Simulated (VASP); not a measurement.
These are MS2 meta-GGA, VASP's PBE PAW potentials (set 64) (plane waves; VASP 6.6.1) values and carry that method's errors.

The input files of a VASP run:

### POSCAR
```
NaCl
1
    0.0000000000     2.7957544826     2.7957544826
    2.7957544826    -0.0000000000     2.7957544826
    2.7957544826     2.7957544826    -0.0000000000
Na Cl
1 1
Direct
  0.0000000000   0.0000000000   0.0000000000
  0.5000000000   0.5000000000   0.5000000000
```

**INCAR**
```
# general
SYSTEM  = NaCl
PREC    = Accurate
ENCUT   = 520   # plane-wave cut-off (eV)
LREAL   = .FALSE.   # projection in real space or not
LASPH   = .TRUE.   # aspherical one-centre terms

# electronic loop
EDIFF   = 1E-6
NELM    = 100   # most electronic steps
ALGO    = Normal
LMIXTAU = .TRUE.

# smearing
ISMEAR  = 0   # Gaussian
SIGMA   = 0.05   # width (eV)

# functional
METAGGA = MS2

# ions
IBRION  = 2   # conjugate gradients
NSW     = 60
ISIF    = 3
EDIFFG  = -0.01

# output
LWAVE   = .FALSE.
LCHARG  = .FALSE.
```

KPOINTS:
```
kpoints
0
G
 7 7 7
0 0 0
```

POTCAR, in this order: Na_pv Cl (PBE.64 set). Program: vasp_std.

The run wrote:

**OUTCAR**
```
 ion  position               nearest neighbor table
   1  0.000  0.000  0.000-
   2  0.500  0.500  0.500-
  LATTYP: Found a face centered cubic cell.
 ALAT       =     5.5915089652
 Subroutine PRICEL returns:
 Original cell was already a primitive cell.
 Subroutine GETGRP returns: Found 48 space group operations
The static configuration has the point symmetry O_h .
The dynamic configuration has the point symmetry O_h .
 Subroutine INISYM returns: Found 48 space group operations
 Subroutine IBZKPT returns following result:
 Found     20 irreducible k-points:

 Following reciprocal coordinates:
            Coordinates               Weight
  0.000000  0.000000  0.000000      1.000000
  0.142857  0.000000  0.000000      8.000000
  0.285714  0.000000  0.000000      8.000000
  0.428571  0.000000  0.000000      8.000000
  0.142857  0.142857  0.000000      6.000000
  0.285714  0.142857  0.000000     24.000000
  0.428571  0.142857  0.000000     24.000000
 -0.428571  0.142857  0.000000     24.000000
 -0.285714  0.142857  0.000000     24.000000
...
```

OSZICAR:
```
       N       E                     dE             d eps       ncg     rms          rms(c)
DAV:   1     0.793166260103E+02    0.79317E+02   -0.71973E+03   456   0.126E+03
DAV:   2    -0.111733298072E+02   -0.90490E+02   -0.84120E+02   515   0.267E+02
DAV:   3    -0.190136117574E+02   -0.78403E+01   -0.77847E+01   551   0.793E+01
DAV:   4    -0.191817498066E+02   -0.16814E+00   -0.16790E+00   500   0.123E+01
DAV:   5    -0.191855739184E+02   -0.38241E-02   -0.38238E-02   570   0.184E+00    0.294E+00
DAV:   6    -0.140233947089E+02    0.51622E+01   -0.21702E+00   443   0.154E+01    0.156E+00
DAV:   7    -0.151726238110E+02   -0.11492E+01   -0.71553E-01   440   0.894E+00    0.168E+00
DAV:   8    -0.150474209824E+02    0.12520E+00   -0.25484E-01   440   0.549E+00    0.126E+00
DAV:   9    -0.151574668674E+02   -0.11005E+00   -0.26348E-01   440   0.634E+00    0.733E-01
DAV:  10    -0.150199784126E+02    0.13749E+00   -0.36235E-01   440   0.775E+00    0.282E-01
DAV:  11    -0.150564322718E+02   -0.36454E-01   -0.23693E-02   440   0.182E+00    0.156E-01
DAV:  12    -0.150624937586E+02   -0.60615E-02   -0.32491E-03   476   0.713E-01    0.148E-01
DAV:  13    -0.150617186061E+02    0.77515E-03   -0.67939E-04   494   0.226E-01    0.662E-02
DAV:  14    -0.150625145686E+02   -0.79596E-03   -0.45336E-04   440   0.260E-01    0.213E-02
DAV:  15    -0.150624986492E+02    0.15919E-04   -0.29748E-05   476   0.593E-02    0.105E-02
DAV:  16    -0.150625305672E+02   -0.31918E-04   -0.10778E-05   485   0.455E-02    0.405E-03
DAV:  17    -0.150625366643E+02   -0.60971E-05   -0.30122E-06   503   0.231E-02    0.288E-03
DAV:  18    -0.150625401611E+02   -0.34968E-05   -0.49000E-07   470   0.906E-03    0.239E-03
DAV:  19    -0.150625409388E+02   -0.77773E-06   -0.32352E-07   423   0.647E-03
   1 F= -.15062541E+02 E0= -.15062541E+02  d E =-.150625E+02
```

**OUTCAR**
```
------------------------ aborting loop because EDIFF is reached ----------------------------------------
  FORCE on cell =-STRESS in cart. coord.  units (eV):
  Direction    XX          YY          ZZ          XY          YZ          ZX
  --------------------------------------------------------------------------------------
  Total       -0.0072568     -0.0072568     -0.0072568     -0.0000000     -0.0000000      0.0000000
  in kB       -0.2660290     -0.2660290     -0.2660290     -0.0000000     -0.0000000      0.0000000
  external PRESSURE =      -0.2660290 kB  Pullay stress =       0.0000000 kB
  volume of cell :       43.70
      direct lattice vectors                 reciprocal lattice vectors
     0.000000000  2.795754483  2.795754483    -0.178842600  0.178842600  0.178842600
     2.795754483  0.000000000  2.795754483     0.178842600 -0.178842600  0.178842600
     2.795754483  2.795754483  0.000000000     0.178842600  0.178842600 -0.178842600
  FREE ENERGIE OF THE ION-ELECTRON SYSTEM (eV)
  ---------------------------------------------------
  free  energy   TOTEN  =       -15.0625409388 eV

  energy  without entropy=      -15.0625409388  energy(sigma->0) =      -15.06254094

 reached required accuracy - stopping structural energy minimisation
```
(Selected blocks of OUTCAR.)

The compound is NaCl in the rock salt structure. It was relaxed first. The start is the result of an earlier pass.
